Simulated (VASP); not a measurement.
Output of a VASP run:

### OUTCAR
```
 ion  position               nearest neighbor table
   1  0.333  0.667  0.250-   2 2.73   2 2.73   2 2.76   2 2.76   2 2.80   2 2.80
   2  0.693  0.360  0.750-   1 2.73   1 2.73   1 2.76   1 2.76   1 2.80   1 2.80
  LATTYP: Found a base centered orthorhombic cell.
 ALAT       =     2.7808680000
 B/A-ratio  =     1.7046670320
 C/A-ratio  =     1.6228285557
 Subroutine PRICEL returns:
 Original cell was already a primitive cell.
 Subroutine GETGRP returns: Found  4 space group operations
The static configuration has the point symmetry C_1 .
 The point group associated with its full space group is C_2h.
The dynamic configuration has the point symmetry C_1 .
 Subroutine INISYM returns: Found  4 space group operations
 Subroutine IBZKPT returns following result:
 Found    400 irreducible k-points:

 Following reciprocal coordinates:
            Coordinates               Weight
  0.000000  0.000000  0.000000      1.000000
  0.071429  0.000000  0.000000      2.000000
  0.000000  0.071429  0.000000      2.000000
  0.142857  0.000000  0.000000      2.000000
  0.000000  0.142857  0.000000      2.000000
  0.214286  0.000000  0.000000      2.000000
  0.000000  0.214286  0.000000      2.000000
  0.285714  0.000000  0.000000      2.000000
  0.000000  0.285714  0.000000      2.000000
  0.357143  0.000000  0.000000      2.000000
  0.000000  0.357143  0.000000      2.000000
  0.428571  0.000000  0.000000      2.000000
  0.000000  0.428571  0.000000      2.000000
  0.500000  0.000000  0.000000      1.000000
  0.000000  0.500000  0.000000      1.000000
  0.071429  0.071429  0.000000      2.000000
  0.142857  0.071429  0.000000      2.000000
  0.071429  0.142857  0.000000      2.000000
  0.214286  0.071429  0.000000      2.000000
  0.071429  0.214286  0.000000      2.000000
  0.285714  0.071429  0.000000      2.000000
  0.071429  0.285714  0.000000      2.000000
  0.357143  0.071429  0.000000      2.000000
  0.071429  0.357143  0.000000      2.000000
  0.428571  0.071429  0.000000      2.000000
  0.071429  0.428571  0.000000      2.000000
  0.500000  0.071429  0.000000      2.000000
  0.071429  0.500000  0.000000      2.000000
 -0.428571  0.071429  0.000000      2.000000
  0.071429 -0.428571  0.000000      2.000000
 -0.357143  0.071429  0.000000      2.000000
  0.071429 -0.357143  0.000000      2.000000
 -0.285714  0.071429  0.000000      2.000000
  0.071429 -0.285714  0.000000      2.000000
 -0.214286  0.071429  0.000000      2.000000
  0.071429 -0.214286  0.000000      2.000000
 -0.142857  0.071429  0.000000      2.000000
  0.071429 -0.142857  0.000000      2.000000
 -0.071429  0.071429  0.000000      2.000000
  0.142857  0.142857  0.000000      2.000000
   k-points           NKPTS =    400   k-points in BZ     NKDIM =    400   number of bands    NBANDS=     17
   number of dos      NEDOS =    301   number of ions     NIONS =      2
   total plane-waves  NPLWV =   9720
   dimension x,y,z NGX =    18 NGY =   18 NGZ =   30
   dimension x,y,z NGXF=    36 NGYF=   36 NGZF=   60
   ions per type =               2
   PREC   = accura    normal or accurate (medium, high low for compatibility)
   ISTART =      0    job   : 0-new  1-cont  2-samecut
   ICHARG =      2    charge: 1-file 2-atom 10-const
   ISPIN  =      1    spin polarized calculation?
   LNONCOLLINEAR =      F non collinear calculations
   LSORBIT =      F    spin-orbit coupling
   INIWAV =      1    electr: 0-lowe 1-rand  2-diag
   ENCUT  =  400.0 eV  29.40 Ry    5.42 a.u.   4.48  4.48  7.36*2*pi/ulx,y,z
   NELM   =    100;   NELMIN=  2; NELMDL= -5     # of ELM steps
   EDIFF  = 0.1E-05   stopping-criterion for ELM
   LREAL  =      F    real-space projection
   NLSPLINE    = F    spline interpolate recip. space projectors
   LMAXMIX     =    4 max onsite mixed and CHGCAR
   VOSKOWN=      0    Vosko Wilk Nusair interpolation
   EDIFFG = 0.1E-04   stopping-criterion for IOM
...
```

### OSZICAR
```
       N       E                     dE             d eps       ncg     rms          rms(c)
DAV:   1     0.274423892848E+03    0.27442E+03   -0.14713E+04 13920   0.131E+03
DAV:   2    -0.153086926007E+02   -0.28973E+03   -0.28695E+03 15210   0.411E+02
DAV:   3    -0.221076926134E+02   -0.67990E+01   -0.66491E+01 16055   0.736E+01
DAV:   4    -0.221791696199E+02   -0.71477E-01   -0.70912E-01 15426   0.709E+00
DAV:   5    -0.221798231223E+02   -0.65350E-03   -0.65332E-03 15121   0.651E-01    0.221E+01
DAV:   6    -0.208263930255E+02    0.13534E+01   -0.34921E+00 14299   0.181E+01    0.634E+00
DAV:   7    -0.206864713499E+02    0.13992E+00   -0.55833E-01 15587   0.648E+00    0.830E-01
DAV:   8    -0.206771058864E+02    0.93655E-02   -0.90652E-03 14256   0.100E+00    0.190E-01
DAV:   9    -0.206771368723E+02   -0.30986E-04   -0.39519E-04 16137   0.170E-01    0.208E-02
DAV:  10    -0.206771366641E+02    0.20818E-06   -0.20584E-05 14585   0.394E-02    0.127E-02
DAV:  11    -0.206771358345E+02    0.82962E-06   -0.26336E-06 11708   0.162E-02
   1 F= -.20677136E+02 E0= -.20657809E+02  d E =-.386542E-01
```

OUTCAR:
```
------------------------ aborting loop because EDIFF is reached ----------------------------------------
  FORCE on cell =-STRESS in cart. coord.  units (eV):
  Direction    XX          YY          ZZ          XY          YZ          ZX
  --------------------------------------------------------------------------------------
  Total       -1.7619937     -0.8992572     -2.7368642     -0.2235600      0.0000000      0.0000000
  in kB      -94.9055470    -48.4363232   -147.4145985    -12.0415215      0.0000000      0.0000000
  external PRESSURE =     -96.9188229 kB  Pullay stress =       0.0000000 kB
  volume of cell :       29.75
      direct lattice vectors                 reciprocal lattice vectors
     1.390434000 -2.370227000  0.000000000     0.359599952 -0.210950259  0.000000000
     1.390434000  2.370227000  0.000000000     0.359599952  0.210950259  0.000000000
     0.000000000  0.000000000  4.512872000     0.000000000  0.000000000  0.221588381
 POSITION                                       TOTAL-FORCE (eV/Angst)
 -----------------------------------------------------------------------------------
      1.39043      0.79008      1.12822         0.208470      0.054486     -0.000000
      1.46457     -0.79008      3.38465        -0.208470     -0.054486      0.000000
 -----------------------------------------------------------------------------------
    total drift:                                0.000005      0.000000      0.000000
  FREE ENERGIE OF THE ION-ELECTRON SYSTEM (eV)
  ---------------------------------------------------
  free  energy   TOTEN  =       -20.6771358345 eV

  energy  without entropy=      -20.6384816793  energy(sigma->0) =      -20.65780876
```
(Selected blocks of OUTCAR.)

### POSCAR
```
Tc
1
    1.3904340000    -2.3702270000     0.0000000000
    1.3904340000     2.3702270000     0.0000000000
    0.0000000000     0.0000000000     4.5128720000
Tc
2
Direct
  0.3333330000   0.6666670000   0.2500000000
  0.6933270000   0.3599930000   0.7500000000
```

Question: Write an INCAR and KPOINTS that could have produced this output.

Answer: One answer among several that fit: the input of the run itself, PBE GGA, plane waves, VASP's PBE PAW potentials (set 64).

File KPOINTS:
```
Automatic mesh
0
gamma
 14 14 7
```

### INCAR
```
SYSTEM = Tc
PREC = Accurate; ENCUT = 400; LREAL = .FALSE.
LASPH = .TRUE.
EDIFF = 1E-6; NELM = 100; ALGO = Normal
LMAXMIX = 4
ISMEAR = 0; SIGMA = 0.2
GGA = PE
ISIF = 2
LWAVE = .FALSE.; LCHARG = .FALSE.
```

POTCAR, in this order: Tc_pv (PBE.64 set). Program: vasp_std.

The compound is Tc in the hcp structure. The cell was not relaxed at this level, atoms are displaced from their ideal sites. The run is one of a series of settings (ISMEAR = 0, SIGMA = 0.2 against the base run), some of them coarse on purpose.
